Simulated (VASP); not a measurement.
All values below come from PBEsol GGA, VASP's PBE PAW potentials (set 64) (plane waves; VASP).

VASP ran on this input.

### POSCAR
```
Sn
1
   -2.9150000000     2.9150000000     1.5900000000
    2.9150000000    -2.9150000000     1.5900000000
    2.9150000000     2.9150000000    -1.5900000000
Sn
2
Direct
  0.2500000000   0.7500000000   0.5000000000
  0.0000000000   0.0000000000   0.0000000000
```

**KPOINTS**
```
Automatic mesh
0
Gamma
8 8 8
```

### INCAR
```
# general
SYSTEM =Sn
PREC   =Accurate
ENCUT  =300
LREAL  =.False.
LASPH  =.True.

# electronic loop
EDIFF  =1E-6
NELM   =100
ALGO   =Normal
LMAXMIX=4

# smearing
ISMEAR =0
SIGMA  =0.1

# functional
GGA    =PS

# ions
ISIF   =2

# output
LWAVE  =.False.
LCHARG =.False.
```

POTCAR, in this order: Sn_d (PBE.64 set). Program: vasp_std.

Unless said otherwise, spin-orbit coupling is left out, though it shifts the bands of the heavy elements here.

Problem. What does the run give for the energy per atom (σ→0), band gap (on the k-mesh)?

Solution. 
```json
{
  "energy per atom (σ→0)": "-4.252 eV/atom",
  "band gap (on the k-mesh)": "none (metal, semimetal or under 0.01 eV)"
}
```

**OSZICAR**
```
...
DAV:   4    -0.853577762808E+01   -0.31937E+00   -0.31867E+00  2364   0.200E+01
DAV:   5    -0.854751653148E+01   -0.11739E-01   -0.11738E-01  2860   0.330E+00    0.242E+00
DAV:   6    -0.851679118523E+01    0.30725E-01   -0.43901E-02  2770   0.330E+00    0.132E+00
DAV:   7    -0.850642193346E+01    0.10369E-01   -0.25951E-02  2762   0.244E+00    0.173E-01
DAV:   8    -0.850586924530E+01    0.55269E-03   -0.21002E-03  2556   0.718E-01    0.288E-02
DAV:   9    -0.850587426435E+01   -0.50191E-05   -0.51096E-05  2546   0.750E-02    0.145E-02
DAV:  10    -0.850587375082E+01    0.51354E-06   -0.38041E-06  2064   0.237E-02
   1 F= -.85058738E+01 E0= -.85031516E+01  d E =-.544424E-02
```

The structure is a typed Sn crystal (I4_1/amd). The cell was not relaxed at this level. The run is one of a series of settings (GGA = PS against the base run), some of them coarse on purpose.
